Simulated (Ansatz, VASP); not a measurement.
This is a calculation of CsSi2 for Ansatz 0.2.0. The cell comes from a database or a generator and needn't be the stable form of this composition.

The input input.yaml:

```yaml
crystal:
  lattice:
    - [6.37157, 0.0, 0.0]
    - [-3.18578, 5.51794, 0.0]
    - [0.0, 0.0, 4.47866]
  atoms:
    - { symbol: Cs, position: [0.0, 0.0, 0.0] }
    - { symbol: Si, position: [0.66667, 0.33333, 0.25039] }
    - { symbol: Si, position: [0.66667, 0.33333, 0.74961] }
hamiltonian:
  xc: blyp
  pseudopotentials: { kind: paw }
kpoints:
  mp_grid: { grid: [5, 5, 6] }
scf:
  occupations: { method: fermi_dirac, width: 0.05 }
output:
  forces: true
  stress: true
  eigenvalues: true
  write_density: true
  write_potential: true
  elf: true
  volumetric_format: npy
relax:
  f_tol: 0.01
  max_steps: 40
  cell: { stress_tol: 0.05 }
```

Potentials or basis: Ansatz PAW.

Command:

```sh
$ ansatz run input.yaml --threads 2 --pin off --max-ram 5632MiB --backend cpu --events-out ev --progress --plain --runs-dir out
```

Translate it to VASP 6.6.1. Potentials or basis there: PBE PAW files Cs_sv, Si, 600 eV.

As run (cutoffs and basis follow the program's own potentials, and thresholds, step limits or extra output files can differ):

File INCAR:

```
SYSTEM = CsSi2
PREC     = Accurate       ! precision mode
ENCUT    = 600            ! plane-wave cutoff, eV
EDIFF    = 1E-6           ! SCF threshold, eV
ISMEAR   = -1             ! smearing method
SIGMA    = 0.05           ! smearing width, eV
LREAL    = .FALSE.        ! projectors in reciprocal space
LASPH    = .TRUE.         ! aspherical terms in the spheres
NELM     = 100            ! most SCF steps
ALGO     = Fast           ! electronic algorithm
ISIF     = 3              ! what is computed and relaxed
LWAVE    = .FALSE.        ! write WAVECAR
LCHARG   = .FALSE.        ! write CHGCAR
GGA      = B5             ! functional
ALDAX    = 1.0          
AGGAX    = 1.0          
AGGAC    = 1.0          
ALDAC    = 0.0          
IBRION   = 2              ! ionic algorithm
NSW      = 40             ! ionic steps
EDIFFG   = -0.005         ! ionic threshold
```

KPOINTS

```
regular mesh
0
G
  5 5 6
  0 0 0
```

POSCAR

```
CsSi2
1.0
    6.3715700000      0.0000000000      0.0000000000
   -3.1857800000      5.5179400000      0.0000000000
    0.0000000000      0.0000000000      4.4786600000
Cs Si
1 2
Direct
    0.0000000000      0.0000000000      0.0000000000
    0.6666700000      0.3333300000      0.2503900000
    0.6666700000      0.3333300000      0.7496100000
```

Potentials or basis: VASP PAW PBE potentials, release 64 (Cs_sv, Si).

Command:

```sh
$ cat potpaw_PBE.64/Cs_sv/POTCAR potpaw_PBE.64/Si/POTCAR > POTCAR
$ mpirun -np 1 vasp_std > vasp.out
```

Both were run:

|  | Ansatz | VASP |
| --- | --- | --- |
| Relaxed volume | 58.17 Å³/atom | 58.34 Å³/atom |
| Relaxed cell | a = 6.487 Å, b = 6.487 Å, c = 4.789 Å, α = 90.00°, β = 90.00°, γ = 120.00° | a = 6.493 Å, b = 6.493 Å, c = 4.793 Å, α = 90.00°, β = 90.00°, γ = 120.00° |
| Space group after relaxing | P-6m2 (No. 187) | P-6m2 (No. 187) |
| Pressure after relaxing | 0.0 GPa | 0.0 GPa |

Ansatz's pressure holds a Pulay term of +0.01 GPa for its cutoff of 420 eV, which the other run lacks.

Ansatz's potentials were made for PBE. VASP's potentials were made for PBE.

Where Ansatz's input types no cutoff or centring, it takes its own default and a Γ-centred mesh.

Pressure is positive in compression.
